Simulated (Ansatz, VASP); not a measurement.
**Ag16F (Ag(100)): VASP beside Ansatz**

Wanted: the spread between two codes on one cell, functional and k mesh. The structure shown is the end of the VASP relaxation below.

Main program and level: Ansatz 0.2.0; plane waves, with VASP 6.6.1 beside it; single point at PBE.

## (1) The structure

The cell holds 17 atoms: 16 Ag and 1 F. Cell: a = 5.862 Å, b = 5.862 Å, c = 21.218 Å, α = 90.0°, β = 90.0°, γ = 90.0°. It derives from Ag. As first built, before any earlier steps moved the atoms: F over the bridge site of Ag(100). Vacuum lies along c.

## (2) VASP: relaxation, PBE

This run makes the geometry at which the two programs are then compared.

Lines of VASP's logs that name or quote its potential files are left out, and so is its time.

File INCAR:

```
SYSTEM = Ag16F
PREC = Normal
ENCUT = 440
EDIFF = 1E-05
NELM = 120
ISMEAR = 1
SIGMA = 0.15
LREAL = Auto
ALGO = Fast
GGA = PE
NBANDS = 113
LASPH = .TRUE.
LORBIT = 11
LWAVE = .FALSE.
LCHARG = .FALSE.
KPAR = 2
NCORE = 2
IBRION = 2
NSW = 50
ISIF = 2
EDIFFG = -0.03
POTIM = 0.4
MAXMIX = 40
IDIPOL = 3
LDIPOL = .TRUE.
DIPOL = 0.5 0.5 0.511
```

File POSCAR:

```
Ag16F
1.0
    5.8624623538      0.0000000000      0.0000000000
    0.0000000000      5.8624623538      0.0000000000
    0.0000000000      0.0000000000     21.2180803272
Ag F
16 1
Selective dynamics
Direct
    0.2500000000      0.2500000000      0.3534721300  F F F
    0.7500000000      0.2500000000      0.3534721300  F F F
    0.2500000000      0.7500000000      0.3534721300  F F F
    0.7500000000      0.7500000000      0.3534721300  F F F
    0.0000000000      0.0000000000      0.4511573800  F F F
    0.5000000000      0.0000000000      0.4511573800  F F F
    0.0000000000      0.5000000000      0.4511573800  F F F
    0.5000000000      0.5000000000      0.4511573800  F F F
    0.2500000000      0.2500000000      0.5479442000  T T T
    0.7500000000      0.2500000000      0.5479442000  T T T
    0.2500000000      0.7500000000      0.5479442000  T T T
    0.7500000000      0.7500000000      0.5479442000  T T T
    0.0000000000      0.0000000000      0.6424992400  T T T
    0.5000000000      0.0000000000      0.6424992400  T T T
    0.0000000000      0.5000000000      0.6424992400  T T T
    0.5000000000      0.5000000000      0.6424992400  T T T
    0.2500000000      0.0000000000      0.7084807000  T T T
```

File KPOINTS:

```
Automatic mesh
0
Gamma
4 4 1
0 0 0
```

The projector-augmented-wave data sets are Ag and F (PBE family, release 64).

Command:

```bash
mpirun -np 4 vasp_std
```

Numbers of over 12 decimals in the logs are rounded to 6 here.

The program printed:

```text
[banner, memory and clock lines left out]
running    4 mpi-ranks, on    1 nodes
 distrk:  each k-point on    2 cores,    2 groups
 distr:  one band on    2 cores,    1 groups

 POSCAR found type information on POSCAR AgF
 POSCAR found :  2 types and      17 ions
 LDA part: xc-table for (Slater+PW92), standard interpolation
 POSCAR, INCAR and KPOINTS ok, starting setup
 FFT: planning ... GRIDC
 FFT: planning ... GRID_SOFT
 FFT: planning ... GRID
 WAVECAR not read
 entering main loop
       N       E                     dE             d eps       ncg     rms          rms(c)
DAV:   1     0.110436872444E+04    0.11044E+04   -0.77806E+04  2050   0.123E+03
DAV:   2     0.721956736653E+01   -0.10971E+04   -0.10400E+04  2190   0.292E+02
DAV:   3    -0.475382137697E+02   -0.54758E+02   -0.53635E+02  2265   0.601E+01
DAV:   4    -0.485092423330E+02   -0.97103E+00   -0.96918E+00  2212   0.824E+00
DAV:   5    -0.485300611668E+02   -0.20819E-01   -0.20816E-01  2419   0.115E+00    0.194E+01
RMM:   6    -0.442417451290E+02    0.42883E+01   -0.16117E+01  2039   0.130E+01    0.129E+01
RMM:   7    -0.444562229619E+02   -0.21448E+00   -0.14716E+00  2035   0.290E+00    0.841E+00
RMM:   8    -0.454838706175E+02   -0.10276E+01   -0.18902E+00  2040   0.316E+00    0.539E+00
RMM:   9    -0.439207516038E+02    0.15631E+01   -0.79886E-01  2036   0.220E+00    0.848E-01
RMM:  10    -0.438899312052E+02    0.30820E-01   -0.39009E-02  2037   0.569E-01    0.297E-01
RMM:  11    -0.438864817347E+02    0.34495E-02   -0.87787E-03  2038   0.243E-01    0.151E-01
RMM:  12    -0.438866233135E+02   -0.14158E-03   -0.12535E-03  2044   0.929E-02    0.879E-02
RMM:  13    -0.438869412053E+02   -0.31789E-03   -0.10102E-03  2052   0.757E-02    0.504E-02
RMM:  14    -0.438869257244E+02    0.15481E-04   -0.25082E-04  2042   0.396E-02    0.317E-02
RMM:  15    -0.438869956726E+02   -0.69948E-04   -0.61101E-05  1522   0.184E-02    0.198E-02
RMM:  16    -0.438871473563E+02   -0.15168E-03   -0.81873E-05  1551   0.173E-02    0.112E-02
RMM:  17    -0.438872049623E+02   -0.57606E-04   -0.11590E-05  1251   0.693E-03    0.957E-03
RMM:  18    -0.438873018052E+02   -0.96843E-04   -0.15321E-05  1250   0.799E-03    0.506E-03
RMM:  19    -0.438873587716E+02   -0.56966E-04   -0.43395E-06  1198   0.469E-03    0.504E-03
RMM:  20    -0.438873980224E+02   -0.39251E-04   -0.36243E-06  1027   0.365E-03    0.166E-03
RMM:  21    -0.438874198487E+02   -0.21826E-04   -0.13884E-06   660   0.235E-03    0.129E-03
RMM:  22    -0.438874329426E+02   -0.13094E-04   -0.78205E-07   672   0.231E-03    0.433E-04
RMM:  23    -0.438874384098E+02   -0.54672E-05   -0.28809E-07   474   0.181E-03
   1 F= -.43887438E+02 E0= -.43884667E+02  d E =-.438874E+02
[... from here on, the cycles between the ionic steps are left out ...]
   2 F= -.44172618E+02 E0= -.44170446E+02  d E =-.285179E+00
   6 F= -.44192972E+02 E0= -.44190647E+02  d E =-.186869E-01
   7 F= -.44197824E+02 E0= -.44195588E+02  d E =-.485247E-02
   8 F= -.44206813E+02 E0= -.44204858E+02  d E =-.138416E-01
   9 F= -.44208506E+02 E0= -.44206665E+02  d E =-.155344E-01
  10 F= -.44209258E+02 E0= -.44207551E+02  d E =-.162863E-01
  11 F= -.44210599E+02 E0= -.44208978E+02  d E =-.134114E-02
  12 F= -.44211234E+02 E0= -.44209586E+02  d E =-.197601E-02
  13 F= -.44211198E+02 E0= -.44209556E+02  d E =-.193995E-02
  14 F= -.44211229E+02 E0= -.44209583E+02  d E =-.197049E-02
  15 F= -.44211955E+02 E0= -.44210340E+02  d E =-.726823E-03
 trial-energy change:   -0.000727  1 .order   -0.000698   -0.000942   -0.000454
 step:   5.9010(harm=  5.9010)  dis= 0.01078  next Energy=   -44.212139 (dE=-0.910E-03)
 bond charge predicted
       N       E                     dE             d eps       ncg     rms          rms(c)
DAV:   1    -0.442110939868E+02    0.87137E-03   -0.90473E-01  2112   0.267E+00    0.132E-01
RMM:   2    -0.442121880997E+02   -0.10941E-02   -0.11348E-02  2058   0.353E-01    0.110E-01
RMM:   3    -0.442122709658E+02   -0.82866E-04   -0.12655E-03  2077   0.133E-01    0.855E-02
RMM:   4    -0.442123031556E+02   -0.32190E-04   -0.26401E-04  2005   0.562E-02    0.554E-02
RMM:   5    -0.442123023504E+02    0.80525E-06   -0.73072E-05  1728   0.289E-02
  16 F= -.44212302E+02 E0= -.44210713E+02  d E =-.107369E-02
 curvature:  -3.95 expect dE=-0.589E-03 dE for cont linesearch -0.420E-05
 trial: gam= 0.49057 g(F)=  0.149E-03 g(S)=  0.000E+00 ort =-0.210E-04 (trialstep = 0.362E+01)
 search vector abs. value=  0.228E-03
 reached required accuracy - stopping structural energy minimisation
```

From OUTCAR (step 2):

```text
ion  position               nearest neighbor table
   1  0.250  0.250  0.353-   2 2.93   3 2.93   3 2.93   2 2.93   7 2.93   8 2.93   5 2.93   6 2.93

  LATTYP: Found a simple tetragonal cell.
 ALAT       =     5.8624623538
 C/A-ratio  =     3.6193119967

 Subroutine GETGRP returns: Found  4 space group operations
 (whereof  2 operations were pure point group operations)

The static configuration has the point symmetry C_1h.
 The point group associated with its full space group is C_2v.

 Found      9 irreducible k-points:

   k-points           NKPTS =      9   k-points in BZ     NKDIM =      9   number of bands    NBANDS=    113

   dimension x,y,z NGX =    30 NGY =   30 NGZ =  112
   dimension x,y,z NGXF=    60 NGYF=   60 NGZF=  224

   ENCUT  =  440.0 eV  32.34 Ry    5.69 a.u.  10.03 10.03 36.29*2*pi/ulx,y,z

   NELECT =     183.0000    total number of electrons

 k-points in reciprocal lattice and weights: Automatic mesh
   0.00000000  0.00000000  0.00000000       0.062
   0.25000000  0.00000000  0.00000000       0.125
   0.00000000  0.25000000  0.00000000       0.125
   0.50000000  0.00000000  0.00000000       0.062
   0.00000000  0.50000000  0.00000000       0.062
   0.25000000  0.25000000  0.00000000       0.250
   0.50000000  0.25000000  0.00000000       0.125
  -0.25000000  0.50000000  0.00000000       0.125
   0.50000000  0.50000000  0.00000000       0.062

 dipolmoment           0.000000      0.000000      0.288017 electrons x Angstroem

 average (electrostatic) potential at core
       1 -78.6887       2 -78.6506       3 -78.6887       4 -78.6506       5 -78.9153
       6 -78.9153       7 -78.9046       8 -78.9046       9 -78.8993      10 -78.8968
      11 -78.8993      12 -78.8968      13 -78.4200      14 -78.4200      15 -78.6079
      16 -78.6079      17 -78.2638

 E-fermi :   0.1447

 k-point     1 :       0.0000    0.0000    0.0000
  band No.  band energies     occupation
    ...
     87      -1.7268      2.00000
     88      -0.2534      2.00113
     89      -0.2462      2.00142
     90      -0.2172      2.00339
     91      -0.2067      2.00454
     92       0.2841     -0.03227
     93       0.3756     -0.05175
     94       0.3783     -0.05007
     95       0.7632     -0.00000
     96       0.9297     -0.00000
    ...

 k-point     2 :       0.2500    0.0000    0.0000
  band No.  band energies     occupation
    ...
     87      -2.0736      2.00000
     88      -1.6122      2.00000
     89      -1.0586      2.00000
     90       0.1172      1.30428
     91       0.1257      1.21236
     92       0.5897     -0.00023
     93       0.8843     -0.00000
     94       0.9683     -0.00000
     95       1.1955     -0.00000
     96       1.9350     -0.00000
    ...

 k-point     3 :       0.0000    0.2500    0.0000
  band No.  band energies     occupation
    ...
     87      -1.7612      2.00000
     88      -1.4860      2.00000
     89      -1.4407      2.00000
     90       0.1197      1.27803
     91       0.1381      1.07416
     92       0.5156     -0.00262
     93       0.7375     -0.00000
     94       0.9234     -0.00000
     95       1.3766     -0.00000
     96       1.9404     -0.00000
    ...

  Total       -2.1287322     -2.9010361     -1.5517987      0.0000000      0.0000000      0.0000000
  in kB       -4.6769787     -6.3737862     -3.4094139      0.0000000      0.0000000      0.0000000
  external PRESSURE =      -4.8200596 kB  Pullay stress =       0.0000000 kB

  energy-cutoff  :      440.00
  volume of cell :      729.23
      direct lattice vectors                 reciprocal lattice vectors
     5.862462354  0.000000000  0.000000000     0.170576788  0.000000000  0.000000000
     0.000000000  5.862462354  0.000000000     0.000000000  0.170576788  0.000000000
     0.000000000  0.000000000 21.218080327     0.000000000  0.000000000  0.047129617

 POSITION                                       TOTAL-FORCE (eV/Angst)
 -----------------------------------------------------------------------------------
      1.46562      1.46562      7.50000        -0.000000      0.019393      0.128647
      4.39685      1.46562      7.50000        -0.000000      0.048990      0.158428
      1.46562      4.39685      7.50000         0.000000     -0.019393      0.128647
      4.39685      4.39685      7.50000        -0.000000     -0.048990      0.158428
      0.00000      0.00000      9.57269         0.022153      0.000000     -0.168098
      2.93123      0.00000      9.57269        -0.022153      0.000000     -0.168098
      0.00000      2.93123      9.57269        -0.116156      0.000000     -0.153700
      2.93123      2.93123      9.57269         0.116156      0.000000     -0.153700
      1.46562      1.45900     11.62377         0.000000     -0.000536      0.018533
      4.39685      1.44142     11.64364        -0.000000     -0.005370      0.025687
      1.46562      4.40346     11.62377         0.000000      0.000536      0.018533
      4.39685      4.42104     11.64364        -0.000000      0.005370      0.025687
      5.78757      0.00000     13.71119         0.013635      0.000000     -0.022527
      3.00612      0.00000     13.71119        -0.013635      0.000000     -0.022527
      5.85650      2.93123     13.61332        -0.009626      0.000000      0.008427
      2.93719      2.93123     13.61332         0.009626      0.000000      0.008427
      1.46562      0.00000     15.27598         0.000000      0.000000      0.009208
 -----------------------------------------------------------------------------------
    total drift:                                0.000000      0.000000     -0.046181

  FREE ENERGIE OF THE ION-ELECTRON SYSTEM (eV)
  ---------------------------------------------------
  free  energy   TOTEN  =       -44.2123023504 eV

  energy  without entropy=      -44.2075331455  energy(sigma->0) =      -44.21071262

 reached required accuracy - stopping structural energy minimisation

 vacuum level on the upper side and lower side of the slab         5.536         4.011

 total charge
# of ion       s       p       d       tot
------------------------------------------
    1        0.414   0.172   9.199   9.786
    2        0.418   0.175   9.195   9.788
    3        0.414   0.172   9.199   9.786
    4        0.418   0.175   9.195   9.788
    5        0.402   0.275   9.160   9.837
    6        0.402   0.275   9.160   9.837
    7        0.402   0.272   9.159   9.833
    8        0.402   0.272   9.159   9.833
    9        0.402   0.273   9.163   9.838
   10        0.400   0.291   9.154   9.845
   11        0.402   0.273   9.163   9.838
   12        0.400   0.291   9.154   9.845
   13        0.372   0.217   9.198   9.787
   14        0.372   0.217   9.198   9.787
   15        0.417   0.172   9.210   9.798
   16        0.417   0.172   9.210   9.798
   17        1.758   4.283   0.000   6.041
--------------------------------------------------
tot          8.214   7.977 146.874 163.066

[... 3 further parts left out ...]
```

This run has no spin polarisation. Its electron count is odd, so without a moment it is a metal by construction. The run keeps the 4 symmetry operations of its start, so it cannot find a distortion of lower symmetry.

(Part 1 of 2 ends here.)

[Lines on the potential files, build, host, timing and source positions are cut from VASP's logs without a mark.]

[Logs are printed without paths, hosts, clocks, repeated set-up lines and the standing remarks that a program may print on its own settings, such as how far it seeks lower states.]

[Hosts, paths, dates, database ids (printed as entryN), source tags and the programs' standing remarks are cut or masked in the printed files.]
